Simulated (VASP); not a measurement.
```
Si
1.0
    0.00000     2.73421     2.73421
    2.73421     0.00000     2.73421
    2.73421     2.73421     0.00000
Si
2
Direct
  0.00000   0.00000   0.00000
  0.25000   0.25000   0.25000
```

Level of theory: PBE GGA, VASP's PBE PAW potentials (set 64) (plane waves; VASP). Numerical set-up: 480 eV cut-off, 8×8×8 Γ-centred mesh, Gaussian smearing of 0.050 eV, potentials Si.

**Question.** The ions, cell shape and volume at an external pressure of 1.0 GPa are relaxed. Which structure does the run end with?

**Answer.** 
```
Si
1.0
    0.00000     2.72430     2.72430
    2.72430     0.00000     2.72430
    2.72430     2.72430     0.00000
Si
2
Direct
  0.00000   0.00000   0.00000
  0.25000   0.25000   0.25000
```
Space group Fd-3m (227), at a tolerance of 0.03 Å.

**Question.** How do energy and volume change from the first to the last step?

**Answer.** The energy (σ→0) changes by +0.7 meV/atom and the volume by -1.1 %, in 3 ionic steps.

The compound is Si in the diamond structure. This run relaxes it under an external pressure of 1 GPa. Symmetry was kept, so distortions that lower it aren't found.
